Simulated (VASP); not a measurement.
Input:

```yaml
crystal:
  lattice:
    - [3.84365, 0.00000, 0.00000]
    - [0.00000, 3.84365, 0.00000]
    - [0.00000, 0.00000, 25.88458]
  atoms:
    - { symbol: Si, position: [0.25000, 0.50000, 0.31721] }
    - { symbol: Si, position: [0.25000, 0.00000, 0.36918] }
    - { symbol: Si, position: [0.75000, 0.00000, 0.42164] }
    - { symbol: Si, position: [0.75000, 0.50000, 0.47368] }
    - { symbol: Si, position: [0.25000, 0.50000, 0.52632] }
    - { symbol: Si, position: [0.25000, 0.00000, 0.57836] }
    - { symbol: Si, position: [0.75000, 0.00000, 0.63082] }
    - { symbol: Si, position: [0.75000, 0.50000, 0.68279] }
```

Calculation: PBEsol GGA, VASP's PBE PAW potentials (set 64) (plane waves; VASP 6.6.1). Run with PREC = Normal, 400 eV cut-off, 7×7×1 Γ-centred mesh, first-order Methfessel-Paxton smearing of 0.10 eV, potentials Si.

What does the run give for the energy per atom (σ→0), band gap (on the k-mesh) with the smallest direct gap where there is one?

- band gap (on the k-mesh): none (metal, semimetal or under 0.01 eV)
- energy per atom (σ→0): -5.218 eV/atom

Total energies compare only between runs with the same potentials, cut-off and functional.

The cell is a thin slab with vacuum, built from Si (diamond): (100) face.
